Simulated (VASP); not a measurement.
## Ni(111), as cut: electronic structure

Aim: model Ni(111) by a slab and find how far its highest filled level lies below the vacuum.

Method: PBE, spin-polarised from a ferromagnetic start; plane waves and PAW (Ni), in VASP 6.6.1.

Most raw output is cut from this account.

## 1. Set-up

The cell holds 7 atoms: 7 Ni. Cell: a = 2.489 Å, b = 2.489 Å, c = 30.194 Å, α = 90.0°, β = 90.0°, γ = 60.0°. Vacuum lies along c.

Structure file:

```
Ni
1.0
     2.48902    0.00000    0.00000
     1.24451    2.15555    0.00000
     0.00000    0.00000   30.19364
Ni
7
Direct
  0.00000 0.00000 0.29808
  0.33333 0.33333 0.36538
  0.66667 0.66667 0.43269
  0.00000 0.00000 0.50000
  0.33333 0.33333 0.56731
  0.66667 0.66667 0.63462
  0.00000 0.00000 0.70192
```

## 2. Potential and states of the slab

A static run writes the electrostatic potential without exchange and correlation (LVHAR), which is flat in the vacuum and gives the level to count from. The dipole correction cancels the field that unlike faces would set up across the vacuum.

File INCAR:

```
SYSTEM = Ni
PREC = Normal
ENCUT = 300
EDIFF = 1E-06
NELM = 120
ISMEAR = -1
SIGMA = 0.1
LREAL = .FALSE.
ALGO = Fast
GGA = PE
NBANDS = 57
ISPIN = 2
MAGMOM = 1 1 1 1 1 1 1
LMAXMIX = 4
LORBIT = 11
LWAVE = .FALSE.
LCHARG = .TRUE.
IDIPOL = 3
LDIPOL = .TRUE.
DIPOL = 0.5 0.5 0.5
LVHAR = .TRUE.
LVACPOTAV = .TRUE.
LELF = .TRUE.
NEDOS = 1500
```

File POSCAR:

```
Ni
1.0
    2.4890158698      0.0000000000      0.0000000000
    1.2445079349      2.1555509736      0.0000000000
    0.0000000000      0.0000000000     30.1936376853
Ni
7
Direct
    0.0000000000      0.0000000000      0.2980760415
    0.3333333333      0.3333333333      0.3653840277
    0.6666666667      0.6666666667      0.4326920138
    0.0000000000      0.0000000000      0.5000000000
    0.3333333333      0.3333333333      0.5673079862
    0.6666666667      0.6666666667      0.6346159723
    0.0000000000      0.0000000000      0.7019239585
```

File KPOINTS:

```
Automatic mesh
0
Gamma
21 21 1
0 0 0
```

File KPOINTS_OPT:

```
Line mode
14
Line-mode
Reciprocal
  0.00000000   0.00000000   0.00000000 GAMMA
  0.00000000  -0.50000000   0.00000000 M

  0.00000000  -0.50000000   0.00000000 M
  0.33333333  -0.33333333   0.00000000 K

  0.33333333  -0.33333333   0.00000000 K
  0.00000000   0.00000000   0.00000000 GAMMA
```

Potentials, in the order of the species: Ni (PBE family, release 64).

Launch:

```
$ mpirun -np 2 vasp_std
```

Wall time 9.9 min (2 MPI ranks of Intel Xeon Platinum 8488C (Sapphire Rapids), shared host); peak memory 0.68 GiB.

The magnetic state follows from one typed start and may not be the lowest. With spin, VASP writes an ELF for each channel. LASPH is off, so gradient terms of the non-spherical density inside the spheres are left out; for open d or f shells this can shift gaps and moments.

Numbers from this step:

- electronic cycles: 42
- electrons: 70
- free energy (TOTEN): -37.26 eV
- energy at zero smearing: -37.06 eV
- Fermi energy: 1.773 eV
- moment of the cell, from the last line of the log: 4.426 μB
- labelled metallic, from the levels on this mesh: yes
- DOS at the Fermi level: 12.50 states/eV/cell
- dipole moment: 0, 0, 0 e·Å
- work functions of the upper and lower face: 5.063, 5.063 eV

Spin moment in the PAW sphere by atom:

| atom | spin moment in the PAW sphere (μB) |
| --- | --- |
| Ni1 | 0.671 |
| Ni2 | 0.664 |
| Ni3 | 0.623 |
| Ni4 | 0.616 |
| Ni5 | 0.623 |
| Ni6 | 0.664 |
| Ni7 | 0.671 |

Spin up. Electronic bands along the path, in eV, zero at the Fermi level; # counts the bands kept:

| point | #32 | #33 | #34 | #35 | #36 | #37 | #38 | #39 |
| --- | --- | --- | --- | --- | --- | --- | --- | --- |
| Γ | -1.22 | -1.22 | -1.05 | -1.05 | -0.83 | -0.83 | -0.67 | -0.67 |
| 0.46 of the way | -1.24 | -1.17 | -1.11 | -0.98 | -0.82 | -0.70 | -0.66 | -0.56 |
| M | -0.51 | -0.47 | -0.40 | -0.39 | 0.25 | 1.09 | 1.79 | 2.25 |
| 0.54 of the way | -0.69 | -0.67 | -0.57 | -0.55 | 2.29 | 2.63 | 2.98 | 3.32 |
| K | -0.81 | -0.70 | -0.70 | -0.69 | 4.78 | 4.80 | 4.80 | 4.88 |
| 0.46 of the way | -0.79 | -0.79 | -0.77 | -0.66 | -0.57 | -0.56 | -0.51 | -0.01 |
| Γ | -1.22 | -1.22 | -1.05 | -1.05 | -0.83 | -0.83 | -0.67 | -0.67 |

The density of states has structure finer than the step of the table below, so its rows give means over 0.5 eV, whole bins alone (the curve runs from -10.3 to 7.98 eV). Peaks (eV: height): total up -2.16: 11.6, -0.70: 12.7; total down -1.51: 11.1, 0.08: 11.5; Ni s up -4.49: 0.529, 0.80: 0.127, 6.68: 0.306; Ni s down -4.18: 0.502, -1.72: 0.116, 1.28: 0.106, 6.94: 0.326; Ni p up -2.42: 0.439, 2.72: 0.393, 3.35: 0.395, 7.61: 0.359.

Density of states against energy, zero at the Fermi level; means over each step; 7 of 8 lines; values in states/eV/cell:

| energy (eV) | total up | total down | Ni s up | Ni s down | Ni p up | Ni p down | Ni d up |
| --- | --- | --- | --- | --- | --- | --- | --- |
| -10.0 | 0 | 0 | 0 | 0 | 0 | 0 | 0 |
| -9.5 | 2.7e-4 | 4.0e-4 | 1.7e-4 | 2.4e-4 | 0 | 0 | 0 |
| -9.0 | 0.0227 | 0.0276 | 0.0161 | 0.0195 | 2.9e-4 | 4.0e-4 | 0 |
| -8.5 | 0.119 | 0.126 | 0.0820 | 0.0868 | 0.00422 | 0.00475 | 0 |
| -8.0 | 0.213 | 0.216 | 0.141 | 0.142 | 0.0132 | 0.0138 | 0.00105 |
| -7.5 | 0.286 | 0.290 | 0.178 | 0.180 | 0.0259 | 0.0269 | 0.00454 |
| -7.0 | 0.359 | 0.355 | 0.210 | 0.207 | 0.0415 | 0.0420 | 0.0112 |
| -6.5 | 0.441 | 0.428 | 0.237 | 0.233 | 0.0604 | 0.0602 | 0.0261 |
| -6.0 | 0.564 | 0.534 | 0.276 | 0.267 | 0.0863 | 0.0850 | 0.0566 |
| -5.5 | 0.763 | 0.664 | 0.320 | 0.295 | 0.120 | 0.114 | 0.141 |
| -5.0 | 1.34 | 0.905 | 0.408 | 0.340 | 0.169 | 0.152 | 0.496 |
| -4.5 | 2.99 | 1.62 | 0.513 | 0.428 | 0.235 | 0.203 | 1.80 |
| -4.0 | 5.17 | 2.94 | 0.388 | 0.471 | 0.288 | 0.259 | 3.92 |
| -3.5 | 6.01 | 4.37 | 0.146 | 0.326 | 0.320 | 0.295 | 5.02 |
| -3.0 | 6.66 | 5.38 | 0.0578 | 0.125 | 0.365 | 0.319 | 5.73 |
| -2.5 | 9.39 | 6.07 | 0.0987 | 0.0537 | 0.427 | 0.391 | 8.29 |
| -2.0 | 10.4 | 8.08 | 0.0946 | 0.0900 | 0.358 | 0.475 | 9.41 |
| -1.5 | 9.13 | 10.5 | 0.0670 | 0.0990 | 0.232 | 0.434 | 8.43 |
| -1.0 | 11.1 | 8.45 | 0.0610 | 0.0584 | 0.150 | 0.273 | 10.6 |
| -0.5 | 8.55 | 9.23 | 0.0723 | 0.0478 | 0.105 | 0.187 | 8.19 |
| 0.0 | 1.51 | 10.6 | 0.0953 | 0.0518 | 0.149 | 0.118 | 1.14 |
| 0.5 | 1.09 | 4.13 | 0.104 | 0.0729 | 0.197 | 0.133 | 0.629 |
| 1.0 | 1.11 | 1.34 | 0.114 | 0.0883 | 0.257 | 0.185 | 0.538 |
| 1.5 | 1.03 | 1.21 | 0.108 | 0.0967 | 0.276 | 0.230 | 0.445 |
| 2.0 | 1.00 | 1.16 | 0.104 | 0.0977 | 0.304 | 0.283 | 0.375 |
| 2.5 | 0.998 | 1.05 | 0.0921 | 0.0849 | 0.345 | 0.303 | 0.332 |
| 3.0 | 0.904 | 1.07 | 0.0762 | 0.0882 | 0.330 | 0.334 | 0.278 |
| 3.5 | 0.919 | 0.942 | 0.0709 | 0.0631 | 0.356 | 0.333 | 0.264 |
| 4.0 | 0.755 | 0.851 | 0.0511 | 0.0558 | 0.296 | 0.306 | 0.214 |
| 4.5 | 0.727 | 0.747 | 0.0414 | 0.0453 | 0.281 | 0.262 | 0.185 |
| 5.0 | 0.808 | 0.874 | 0.0375 | 0.0344 | 0.250 | 0.271 | 0.166 |
| 5.5 | 0.768 | 0.777 | 0.0496 | 0.0349 | 0.179 | 0.190 | 0.137 |
| 6.0 | 1.04 | 0.843 | 0.180 | 0.0733 | 0.159 | 0.159 | 0.234 |
| 6.5 | 1.47 | 1.28 | 0.282 | 0.242 | 0.229 | 0.166 | 0.327 |
| 7.0 | 1.66 | 1.71 | 0.288 | 0.315 | 0.276 | 0.255 | 0.334 |
| 7.5 | 1.66 | 1.74 | 0.219 | 0.258 | 0.330 | 0.314 | 0.309 |

The planar average of the electrostatic potential oscillates, so the rows of the table below give means over windows of 2 Å about each position, cut where the curve ends. Its maxima inside the range that stand out by 2 % of the span (Å: eV): 10.0: -0.101, 12.0: -0.187, 14.0: -0.230, 16.2: -0.230, 18.2: -0.187, 20.2: -0.101. Its minima: 9.0: -20.6, 11.1: -20.6, 13.1: -20.7, 15.1: -20.8, 17.1: -20.7, 19.1: -20.6, 21.2: -20.6.

Zero at the Fermi level. The planar average of the electrostatic potential by height; means over each step:

height (Å), planar average of the electrostatic potential (eV) and a bar from the least value:
```
     1.00        5.1 ##############################
     3.00        5.1 ##############################
     5.00        5.1 ##############################
     7.00        4.4 #############################
     9.00       -9.2 #
    11.00       -9.5 
    13.00       -9.5 
    15.00       -9.5 
    17.00       -9.5 
    19.00       -9.5 
    21.00       -9.3 
    23.00        4.0 ############################
    25.00        5.1 ##############################
    27.00        5.1 ##############################
    29.00        5.1 ##############################
```

Density of states in the PAW spheres, an atom over height of the layer and energy from the Fermi level.

Ten even steps from '_' (0.02 states/eV) to '@' (3.15 states/eV), each cell a mean:
```
::::::::::::::
++++++++++++++
##**********##
@@%%%%%%%%%%@@
@@##########@@
@@##########@@
%%##########%%
**##########**
==++++++++++==
--++++++++++--
::==========::
::==------==::
..::::::::::..
__..........__
______________
______________
______________
______________
______________
______________
______________
______________
```
Columns: height of the layer (Å) from 9 to 21.2; rows upwards: energy from the Fermi level (eV) from -7.9 to 0.5.

Spin down. The electronic bands at the labelled points (eV, zero at the Fermi level; # counts the bands kept):

| point | #28 | #29 | #30 | #31 | #32 | #33 | #34 | #35 |
| --- | --- | --- | --- | --- | --- | --- | --- | --- |
| Γ | -0.64 | -0.64 | -0.63 | -0.63 | -0.53 | -0.53 | -0.35 | -0.35 |
| 0.46 of the way | -0.85 | -0.76 | -0.73 | -0.63 | -0.53 | -0.50 | -0.42 | -0.31 |
| M | 0.16 | 0.18 | 0.22 | 0.25 | 0.26 | 0.33 | 0.42 | 0.42 |
| 0.54 of the way | -0.25 | -0.06 | -0.01 | 0.01 | 0.08 | 0.12 | 0.23 | 0.26 |
| K | -0.62 | -0.10 | -0.02 | -0.01 | -0.01 | 0.09 | 0.09 | 0.09 |
| 0.46 of the way | -0.60 | -0.47 | -0.44 | -0.19 | -0.09 | -0.07 | 0.02 | 0.08 |
| Γ | -0.64 | -0.64 | -0.63 | -0.63 | -0.53 | -0.53 | -0.35 | -0.35 |

Force by atom:

| atom | x (eV/Å) | y (eV/Å) | z (eV/Å) | size |
| --- | --- | --- | --- | --- |
| Ni1 | 0.000 | 0.000 | 0.134 | 0.134 |
| Ni2 | 0.000 | 0.000 | -0.124 | 0.124 |
| Ni3 | 0.000 | 0.000 | -0.021 | 0.021 |
| Ni4 | 0.000 | 0.000 | 0.000 | 0.000 |
| Ni5 | 0.000 | 0.000 | 0.021 | 0.021 |
| Ni6 | 0.000 | 0.000 | 0.124 | 0.124 |
| Ni7 | 0.000 | 0.000 | -0.134 | 0.134 |

Spin density in the ca plane at fractional y = 0.000, with atoms of Ni within 0.2 Å of it.

Ten even steps from '0' (0.0 e/Å³) to '9' (1.1 e/Å³), each cell a mean:
```
00000000000015730000000000000277200000000000
00000000000001210000000000000022000000000000
00000000000000000000000000000000000000000000
00000000000000000000000000000000000000000000
00000000000000000000000000000000000000000000
00000000000000100000000000000011000000000000
00000000000004520000000000000155200000000000
00000000000017950000000000000399400000000000
```
Columns run along c (16.0 Å, from fractional 0.34 to 0.87 of the cell), rows up along a (2.5 Å). Atoms in or near the plane, at fractional coordinates: Ni at (0.50, 0.00), Ni at (0.70, 0.00).

Valence density in the ca plane at fractional y = 0.000, with atoms of Ni within 0.2 Å of it. It is the smooth field of the valence electrons, not physical close to the nuclei.

Values in units of 1e0 e/Å³, 5 rows by 16 columns, each cell a mean:
```
0.3 0.3 0.2 0.3 1.9 4.9 0.3 0.3 0.2 0.3 1.4 5.4 0.2 0.0 0.0 0.0
0.4 0.5 0.4 0.5 0.4 0.7 0.4 0.5 0.3 0.5 0.4 0.7 0.1 0.0 0.0 0.0
0.5 0.7 0.5 0.7 0.3 0.3 0.4 0.8 0.4 0.8 0.3 0.3 0.1 0.0 0.0 0.0
0.3 0.4 0.3 0.4 0.8 1.7 0.3 0.4 0.3 0.4 0.6 1.8 0.1 0.0 0.0 0.0
0.3 0.2 0.2 0.3 2.7 7.0 0.3 0.2 0.2 0.3 1.9 7.8 0.2 0.0 0.0 0.0
```
Columns run along c (16.0 Å, from fractional 0.34 to 0.87 of the cell), rows up along a (2.5 Å). Atoms in or near the plane, at fractional coordinates: Ni at (0.50, 0.00), Ni at (0.70, 0.00).

ELF of down spins in the ca plane at fractional y = 0.000, with atoms of Ni within 0.2 Å of it. It is the smooth field of the valence electrons, not physical close to the nuclei.

Values, 5 rows by 16 columns, each cell a mean:
```
0.29 0.26 0.26 0.30 0.12 0.10 0.29 0.26 0.26 0.29 0.16 0.06 0.10 0.12 0.00 0.00
0.22 0.23 0.23 0.22 0.23 0.22 0.23 0.22 0.24 0.22 0.24 0.22 0.18 0.05 0.01 0.00
0.20 0.21 0.22 0.20 0.28 0.28 0.21 0.20 0.23 0.19 0.27 0.30 0.23 0.08 0.04 0.00
0.25 0.24 0.24 0.25 0.19 0.17 0.26 0.23 0.24 0.24 0.20 0.15 0.14 0.05 0.01 0.00
0.32 0.28 0.27 0.33 0.10 0.07 0.32 0.28 0.27 0.33 0.13 0.04 0.10 0.04 0.00 0.00
```
Columns run along c (16.0 Å, from fractional 0.34 to 0.87 of the cell), rows up along a (2.5 Å). Atoms in or near the plane, at fractional coordinates: Ni at (0.50, 0.00), Ni at (0.70, 0.00).

Only the dipole across the slab is computed (IDIPOL = 3); zeros along the plane are no results.

The map of layer states is cut here 0.5 eV above the Fermi level, so it leaves out the states above that.

The program warns that it found no field-free vacuum at its default tolerance, so these levels carry more doubt.

On this mesh the fine structure of the density of states is sampling noise, and high empty states may be cut by the number of bands.

## 3. Putting the energies together

This step: slab, PBE; plane waves and PAW (VASP 6.6.1).

No new run; the numbers come from the runs before.

## 4. The run again, with other electronic settings, job self-consistent run, mode wide

This step: PBE, spin-polarised from a ferromagnetic start; plane waves and PAW (Ni) (VASP 6.6.1).

The run is repeated with the same physical settings; only the threshold, bands or mixing listed below differ.

INCAR, as its differences from that of step 2:

```diff
@@ -10,3 +10,3 @@
 GGA = PE
-NBANDS = 57
+NBANDS = 46
 ISPIN = 2
@@ -16,3 +16,4 @@
 LWAVE = .FALSE.
-LCHARG = .TRUE.
+LCHARG = .FALSE.
+KPAR = 2
 IDIPOL = 3
@@ -22,3 +23 @@
 LVACPOTAV = .TRUE.
-LELF = .TRUE.
-NEDOS = 1500
```

POSCAR is that of step 2.

KPOINTS is that of step 2.

Launch:

```
$ mpirun -np 2 vasp_std
```

Run time: 5.5 min. Hardware: 2 MPI ranks; peak memory 0.62 GiB; 11 min of CPU time.

Force by atom:

(Unchanged from step 2.)

The settings drawn for this run equal those of the run that it repeats.

Against the run that it repeats, NBANDS also differs.

The two runs compared:

| quantity | this run | the run it repeats | difference |
| --- | --- | --- | --- |
| energy at zero smearing (eV) | -37.059 | -37.059 | 8.8e-7 |
| free energy (TOTEN) (eV) | -37.262 | -37.262 | 2.0e-7 |

The energy stays within 0.1 meV an atom.

## 5. Summary of results

```json
{"work function of the slab": "5.06 eV"}
```

What this shows: The work function is 5.06 eV at both faces. The program warned about the flatness of the vacuum, which adds doubt to these levels. The largest moment is 0.67 μB. No atom was relaxed. The cell in the plane was kept as given and was not relaxed here.

[Lines on the potential files, build, host, timing and source positions are cut from VASP's logs without a mark.]

[Logs are printed without paths, hosts, clocks, repeated set-up lines and the standing remarks that a program may print on its own settings, such as how far it seeks lower states.]

[Hosts, paths, dates, database ids (printed as entryN), source tags and the programs' standing remarks are cut or masked in the printed files.]

[In band tables of VASP the shares of atoms and orbitals are scaled to a sum of 1 inside the atoms' spheres.]

[Runs that stopped without an error message from VASP are left out.]
